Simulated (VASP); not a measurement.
These are PBEsol GGA, VASP's PBE PAW potentials (set 64) (plane waves; VASP 6.6.1) values and carry that method's errors.

VASP input:

KPOINTS:
```
Automatic mesh
0
Gamma
9 9 9
0 0 0
```

INCAR:
```
SYSTEM = TiTe
PREC = Accurate
ENCUT = 400
EDIFF = 1E-6
NELM = 100
ALGO = Normal
LREAL = .FALSE.
LASPH = .TRUE.
ISMEAR = 1
SIGMA = 0.1
GGA = PS
LMAXMIX = 4
LWAVE = .FALSE.
LCHARG = .FALSE.
IBRION = 2
ISIF = 3
NSW = 60
EDIFFG = -0.01
```

**POSCAR**
```
TiTe
1
    0.0000000000     3.2184000000     3.2184000000
    3.2184000000     0.0000000000     3.2184000000
    3.2184000000     3.2184000000     0.0000000000
Ti Te
1 1
Direct
  0.0000000000   0.0000000000   0.0000000000
  0.5000000000   0.5000000000   0.5000000000
```

POTCAR, in this order: Ti_sv Te (PBE.64 set). Program: vasp_std.

What VASP printed:

### OSZICAR
```
       N       E                     dE             d eps       ncg     rms          rms(c)
DAV:   1     0.105162176712E+03    0.10516E+03   -0.74906E+03   910   0.107E+03
DAV:   2    -0.408557438134E+01   -0.10925E+03   -0.10702E+03   970   0.286E+02
DAV:   3    -0.127531486817E+02   -0.86676E+01   -0.84789E+01  1515   0.808E+01
DAV:   4    -0.130367976843E+02   -0.28365E+00   -0.26483E+00  1182   0.122E+01
DAV:   5    -0.130608057557E+02   -0.24008E-01   -0.23875E-01  1365   0.256E+00    0.968E+00
DAV:   6    -0.117857645138E+02    0.12750E+01   -0.31180E+01  1432   0.365E+01    0.670E+00
DAV:   7    -0.110709244369E+02    0.71484E+00   -0.68032E+00  1334   0.224E+01    0.240E+00
DAV:   8    -0.110501413755E+02    0.20783E-01   -0.17924E-01  1141   0.283E+00    0.117E+00
DAV:   9    -0.110279494252E+02    0.22192E-01   -0.79394E-02  1335   0.160E+00    0.383E-01
DAV:  10    -0.110278703375E+02    0.79088E-04   -0.70963E-03  1467   0.591E-01    0.185E-01
DAV:  11    -0.110272675932E+02    0.60274E-03   -0.30345E-03  1379   0.463E-01    0.425E-02
DAV:  12    -0.110272839925E+02   -0.16399E-04   -0.16617E-04  1144   0.126E-01    0.146E-02
DAV:  13    -0.110279091020E+02   -0.62511E-03   -0.26543E-03  1411   0.275E-02    0.138E-02
DAV:  14    -0.110279549427E+02   -0.45841E-04   -0.47834E-04  1064   0.232E-02    0.884E-03
DAV:  15    -0.110279557926E+02   -0.84992E-06   -0.94193E-06   585   0.100E-02
   1 F= -.11027956E+02 E0= -.11027263E+02  d E =-.110280E+02
       N       E                     dE             d eps       ncg     rms          rms(c)
DAV:   1    -0.546419433362E+02   -0.43614E+02   -0.95939E+02   910   0.350E+02    0.516E+01
DAV:   2    -0.161269023302E+02    0.38515E+02   -0.11066E+02   910   0.174E+02    0.158E+01
DAV:   3    -0.124601574523E+02    0.36667E+01   -0.19255E+01  1345   0.381E+01    0.774E+00
DAV:   4    -0.124594416782E+02    0.71577E-03   -0.40713E+00  1377   0.153E+01    0.462E+00
DAV:   5    -0.131020310125E+02   -0.64259E+00   -0.65189E+00  1212   0.275E+01    0.702E+00
DAV:   6    -0.125750795034E+02    0.52695E+00   -0.20392E+00  1114   0.170E+01    0.174E+00
DAV:   7    -0.126087576916E+02   -0.33678E-01   -0.10957E-01  1230   0.245E+00    0.790E-01
DAV:   8    -0.126083170403E+02    0.44065E-03   -0.43031E-02  1276   0.217E+00    0.365E-01
DAV:   9    -0.126085918494E+02   -0.27481E-03   -0.51759E-03  1080   0.829E-01    0.311E-01
DAV:  10    -0.126088394754E+02   -0.24763E-03   -0.96074E-04   985   0.325E-01    0.123E-01
DAV:  11    -0.126088461583E+02   -0.66829E-05   -0.23874E-05  1120   0.544E-02    0.829E-02
DAV:  12    -0.126087789505E+02    0.67208E-04   -0.18969E-04  1123   0.143E-01    0.231E-02
DAV:  13    -0.126087772024E+02    0.17481E-05   -0.15342E-05  1151   0.365E-02    0.593E-03
DAV:  14    -0.126087774074E+02   -0.20504E-06   -0.20317E-06   791   0.148E-02
   2 F= -.12608777E+02 E0= -.12607381E+02  d E =-.158082E+01
       N       E                     dE             d eps       ncg     rms          rms(c)
DAV:   1    -0.128810459525E+02   -0.27227E+00   -0.53255E+00  1005   0.321E+01    0.436E+00
DAV:   2    -0.126758477523E+02    0.20520E+00   -0.19788E+00  1121   0.174E+01    0.120E+00
DAV:   3    -0.126221703917E+02    0.53677E-01   -0.21078E-01  1101   0.483E+00    0.474E-01
DAV:   4    -0.126199035884E+02    0.22668E-02   -0.44914E-02  1153   0.146E+00    0.267E-01
DAV:   5    -0.126212928731E+02   -0.13893E-02   -0.28858E-03  1059   0.467E-01    0.228E-01
DAV:   6    -0.126231864236E+02   -0.18936E-02   -0.48415E-03  1426   0.442E-01    0.583E-02
DAV:   7    -0.126232482592E+02   -0.61836E-04   -0.97674E-04  1233   0.262E-01    0.550E-02
DAV:   8    -0.126232340315E+02    0.14228E-04   -0.30201E-05  1072   0.583E-02    0.459E-02
DAV:   9    -0.126232173408E+02    0.16691E-04   -0.75291E-05  1193   0.733E-02    0.170E-02
DAV:  10    -0.126232175148E+02   -0.17404E-06   -0.44758E-06   985   0.229E-02
   3 F= -.12623218E+02 E0= -.12621757E+02  d E =-.159526E+01
```

OUTCAR:
```
------------------------ aborting loop because EDIFF is reached ----------------------------------------
  FORCE on cell =-STRESS in cart. coord.  units (eV):
  Direction    XX          YY          ZZ          XY          YZ          ZX
  --------------------------------------------------------------------------------------
  Total        0.0165403      0.0165403      0.0165403      0.0000000     -0.0000000     -0.0000000
  in kB        0.6150787      0.6150787      0.6150787      0.0000000     -0.0000000     -0.0000000
  external PRESSURE =       0.6150787 kB  Pullay stress =       0.0000000 kB
  volume of cell :       43.08
      direct lattice vectors                 reciprocal lattice vectors
     0.000000000  2.782476228  2.782476228    -0.179696055  0.179696055  0.179696055
     2.782476228  0.000000000  2.782476228     0.179696055 -0.179696055  0.179696055
     2.782476228  2.782476228 -0.000000000     0.179696055  0.179696055 -0.179696055
 POSITION                                       TOTAL-FORCE (eV/Angst)
 -----------------------------------------------------------------------------------
      0.00000      0.00000      0.00000         0.000000     -0.000000     -0.000000
      2.78248      2.78248      2.78248         0.000000      0.000000      0.000000
 -----------------------------------------------------------------------------------
    total drift:                               -0.000000      0.000000      0.000000
  FREE ENERGIE OF THE ION-ELECTRON SYSTEM (eV)
  ---------------------------------------------------
  free  energy   TOTEN  =       -12.6232175148 eV

  energy  without entropy=      -12.6188344775  energy(sigma->0) =      -12.62175650

 reached required accuracy - stopping structural energy minimisation
```
(Selected blocks of OUTCAR.)

### CONTCAR
```
TiTe
   1.00000000000000
     0.0000000000000000    2.7824762282884730    2.7824762282884730
     2.7824762282884730    0.0000000000000000    2.7824762282884730
     2.7824762282884730    2.7824762282884730   -0.0000000000000000
  Ti              Te
     1     1
Direct
     0.0000000000000000    0.0000000000000000    0.0000000000000000
     0.5000000000000000    0.5000000000000000    0.5000000000000000
```

OUTCAR:
```
 val. band max:        9.6806885468   @ k =   0.3333   0.2222   0.1111

 cond. band min:       9.7055153637   @ k =  -0.4444   0.2222   0.1111


 Fermi energy:         9.6859467782

 k-point     1 :       0.0000    0.0000    0.0000
  band No.  band energies     occupation
      1     -47.7083      2.00000
      2     -24.1071      2.00000
      3     -24.1071      2.00000
      4     -24.1071      2.00000
      5      -4.2960      2.00000
      6       8.4747      2.00000
      7       8.4747      2.00000
      8       8.4747      2.00000
      9       8.8856      2.00000
     10       8.8856      2.00000
     11       8.8856      2.00000
     12       9.2145      2.00000
     13       9.2145      2.00000

 k-point     2 :       0.1111    0.0000    0.0000
  band No.  band energies     occupation
      1     -47.7080      2.00000
      2     -24.1120      2.00000
      3     -24.1072      2.00000
      4     -24.1072      2.00000
      5      -4.1532      2.00000
      6       7.1626      2.00000
      7       7.6455      2.00000
      8       7.6455      2.00000
      9       9.0445      2.00000
     10       9.0445      2.00000
     11       9.3695      2.00007
     12      10.1273     -0.00000
     13      10.1273     -0.00000

 k-point     3 :       0.2222    0.0000    0.0000
  band No.  band energies     occupation
      1     -47.7072      2.00000
      2     -24.1244      2.00000
      3     -24.1076      2.00000
      4     -24.1076      2.00000
      5      -3.7512      2.00000
      6       5.3600      2.00000
      7       6.7721      2.00000
      8       6.7721      2.00000
      9       9.3412      2.00001
     10       9.3412      2.00001
     11       9.6223      1.87164
     12      11.3653     -0.00000
     13      11.3653     -0.00000

 k-point     4 :       0.3333    0.0000    0.0000
  band No.  band energies     occupation
      1     -47.7063      2.00000
      2     -24.1384      2.00000
      3     -24.1080      2.00000
...
```

Energy and stress use the plane-wave basis of the starting cell. Unless said otherwise, spin-orbit coupling is left out, though it shifts the bands of the heavy elements here.

The structure was generated: TiTe was put into the rock salt type (Fm-3m), which need not be its known phase. This run relaxes it. Symmetry was kept, so distortions that lower it aren't found. VASP warned that the highest band is occupied, so more bands are needed.
